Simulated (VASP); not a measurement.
# Pressure and energy of LaNi2As2 (I4/mmm) under even scaling of the cell, PBEsol+U

A crystal squeezed in a pressure cell, or a film held by a substrate with a different lattice spacing, works at a volume other than its own. For layered nickel arsenides, a family that includes low-temperature superconductors, the link between applied pressure and volume is needed before any change in electronic properties can be assigned to a change in bond length. This report follows the pressure and the energy of LaNi2As2 as the whole cell is scaled at fixed shape, using PBEsol with U on the Ni d shell. Volume changes are measured from the minimum of the fitted energy curve, energies from the lowest row of the series, and positive pressure means a compressed cell.

## Method

A cell from the Materials Project database, relaxed at this level and then scaled evenly, fractional positions kept. VASP 6.6.1, plane waves with PAW, PBEsol with a Hubbard U of 4 eV on the Ni d shell, cutoff 400 eV, k mesh 8×8×8, collinear spin, no spin-orbit coupling, static lattice. A Birch-Murnaghan fit to the energies has its minimum at 16.37 Å³ per atom.

Notes on method and selection:

- The pressure is that of a finite plane-wave basis, so it need not vanish exactly at the minimum of the energy.
- Only series whose fit has its minimum inside the range and an error under 0.5 meV per atom are shown.
- Non-spherical gradient terms in the PAW spheres (LASPH) are on in all rows.
- Runs that did not converge, have known faults or may not be shown are not listed, and runs on Ansatz's PAW sets soft_1 and soft_2 are kept to separate tables.

Columns:

- volume change (%): volume relative to the fitted equilibrium volume.
- pressure (GPa): pressure from the stress tensor (positive: compressed).
- energy (meV/atom): energy per atom above the lowest point of the series.

## Data

```
member    volume change (%)  pressure (GPa)  energy (meV/atom)
15.33 Å³  −6.32              9.62            30.6
15.66 Å³  −4.33              ?               ?
15.99 Å³  −2.34              2.85            3.8
16.31 Å³  −0.34              0.01            0.0
16.64 Å³  1.65               −2.53           1.7
16.97 Å³  3.64               −4.80           8.3
17.29 Å³  5.64               −6.82           19.3
```

Cells marked ? are withheld until the estimate has been made.

Least-squares fits to the members shown, with x = volume change (%); R² and errors in the fitted variable (y, or ln y where the fit is in ln y):

```
y                  members  fit                                 R²    rms residual  leave-one-out rms  the same for the mean of the others
pressure (GPa)     6        y = −0.4537 − 1.344 x + 0.03908 x²  1.00  0.032         0.15               6.5
energy (meV/atom)  6        y = −0.1147 − 0.3969 x + 0.6982 x²  1.00  0.55          2.5                13
```

## Why the values move as they do

Pressure falls from row to row as the cell grows, and it falls ever more slowly. Between −6.32 % and −2.34 % the slope is (2.85 − 9.62) / 3.98 = −1.70 GPa per percent; between 3.64 % and 5.64 % it is (−6.82 + 4.80) / 2.00 = −1.01 GPa per percent. Near the minimum, the rows at −0.34 % and 1.65 % give a bulk modulus $B = -V\,dP/dV$ of about 100 × 2.54 / 1.99 = 128 GPa.

The energy shows the same asymmetry. It is 30.6 meV/atom at −6.32 % but 19.3 meV/atom at 5.64 %, a ratio of 1.59, where a parabola about the minimum would give (6.32 / 5.64)² = 1.26. The general reason is that the repulsion between overlapping ion cores and the kinetic energy of the confined electrons rise faster on shortening a bond than the bonding attraction does. The spin moments vanish throughout, so no magnetic collapse adds to the curvature.

The pressure does not vanish at the energy minimum. Interpolation between the two rows around it gives 0.01 − 0.34 × 2.54 / 1.99 = −0.42 GPa. The stress is evaluated with a fixed set of plane waves, which describes an expanded cell less well; this adds a spurious pull towards smaller volume. The energies confirm the offset through $P = -dE/dV$, with 1 meV/Å³ = 0.1602 GPa. From 3.64 % to 5.64 % they give −0.1602 × (19.3 − 8.3) / ((5.64 − 3.64) / 100 × 16.37) = −5.38 GPa, while the mean of the two tabulated pressures is (−4.80 − 6.82) / 2 = −5.81 GPa, lower by 0.43 GPa. The offset thus hardly changes with expansion and affects the slopes little.

The axial ratio and the fractional height of As were held fixed. Letting them relax would lower the energy away from equilibrium, so the stiffness found here is somewhat above that of a crystal free to adjust under hydrostatic pressure.

## An estimate before looking

Plain estimates from the members shown:

- 15.66 Å³, fit at x = −4.33: 6.10 GPa
- 15.66 Å³, straight-line interpolation between 15.33 Å³ and 15.99 Å³: w = (−4.33 − (−6.32)) / (−2.34 − (−6.32)) = 0.500, so 9.62 + 0.500 × (2.85 − 9.62) = 6.23 GPa

The straight line between the neighbours, 6.23 GPa, is too high because the pressure curve bends upward on compression. The fitted parabola, 6.10 GPa, allows for a constant bend, but the bend grows: from the expanded side inward, the successive changes of step between shown rows are 0.25, 0.27 and 0.30 GPa.

A cubic follows this growth. The rows are evenly spaced to within rounding, and for five such points a cubic requires $P_0 - 4P_1 + 6P_2 - 4P_3 + P_4 = 0$, counted from the smallest volume. With 15.66 Å³ as the second point,

(9.62 + 6 × 2.85 − 4 × 0.01 − 2.53) / 4 = 6.04 GPa.

The same formula can be tried on the row at 16.31 Å³, using the four other rows from 15.99 to 17.29 Å³: (2.85 − 6 × 2.53 + 4 × 4.80 − 6.82) / 4 = 0.01 GPa, which agrees with the table to its last digit. No further shift is called for, since the moments stay at zero and the basis-set offset varies smoothly.

Rounding of the four inputs alone contributes about 0.005 GPa. One successful trial fixes the scatter only loosely, and the number of plane waves changes in jumps from volume to volume, so we widen the error to 0.02 GPa.

**Committed estimate, 15.66 Å³: pressure = 6.04 ± 0.02 GPa.**

## Outcome

```
member    volume change (%)  pressure (GPa)  energy (meV/atom)
15.66 Å³  −4.33              6.03            13.7
```

```
member    estimate       pressure (GPa)  computed  estimate − computed  miss in error bars
15.66 Å³  committed      6.04            6.03      +0.01                0.5
15.66 Å³  fit            6.10            6.03      +0.07
15.66 Å³  interpolation  6.23            6.03      +0.20
```

The estimate of 6.04 GPa lies 0.01 GPa above the computed 6.03 GPa, half an error bar away. It did better than the fitted parabola, which was 0.07 GPa too high, and the straight line, 0.20 GPa too high.

The argument that the bend grows on compression is borne out. From the expanded end inward, the successive changes of step are now 0.25, 0.27, 0.30, 0.34 and 0.41 GPa. A parabola holds this number constant and so misses the stiffening, while a cubic follows it closely enough here.

The new energy also tests the basis-set offset on the compressed side. Between 15.66 and 15.99 Å³ the energies give 0.1602 × (13.7 − 3.8) / ((4.33 − 2.34) / 100 × 16.37) = 4.87 GPa, against a mean tabulated pressure of (6.03 + 2.85) / 2 = 4.44 GPa. The difference of −0.43 GPa equals that found on expansion, so the offset acts as a nearly constant shift. The stiffening fits the picture of steeply rising short-range repulsion, though pressures alone do not identify which electrons supply it.

## Exceptions

Least-squares fits to the whole series, with x = volume change (%); R² and errors in the fitted variable (y, or ln y where the fit is in ln y):

```
y                  members  fit                                    R²    rms residual  leave-one-out rms  the same for the mean of the others
pressure (GPa)     7        y = −0.46263 − 1.3415 x + 0.039074 x²  1.00  0.037         0.098              6.4
energy (meV/atom)  7        y = −0.2443 − 0.3613 x + 0.6982 x²     1.00  0.60          1.6                12
```

Largest departures from the fit to the whole series:

```
member    pressure (GPa)  fit    computed − fit  in rms residuals
15.66 Å³  6.03            6.08   −0.05           1.3
15.33 Å³  9.62            9.58   +0.04           1.2
15.99 Å³  2.85            2.89   −0.04           1.1
16.64 Å³  −2.53           −2.57  +0.04           1.1
```

None of the seven rows stands out: the largest departure from the parabola is 0.05 GPa, in a series that spans more than 16 GPa. The departures change sign in a regular order along the series, as expected when a parabola is fitted to a curve whose bend grows on compression. They reflect the form of the fit and need no separate cause for any row.

## Conclusions

From −6.32 % to 5.64 % in volume, the pressure follows a smooth curve that steepens on compression. Within this range a cubic through four nearby rows of the even grid recovered two inner rows to about 0.01 GPa, whereas the fitted parabola missed the withheld row by 0.07 GPa.

For small compressions, the rows at −2.34 % and −0.34 % give 2.00 / (2.85 − 0.01) = 0.70 % of volume per GPa, or about 0.23 % in each lattice length at fixed shape. The basis-set offset largely cancels in this difference; for an absolute pressure, about 0.4 GPa should be added to the tabulated value.

The lattice is static here. At room temperature, vibrations with a classical energy 3kT of about 78 meV per atom and an assumed Grüneisen parameter of about 2 would add an outward pressure of roughly 0.1602 × 2 × 78 / 16.37 = 1.5 GPa at fixed volume, far more than the interpolation error.

[Logs are printed without paths, hosts, clocks, repeated set-up lines and the standing remarks that a program may print on its own settings, such as how far it seeks lower states.]
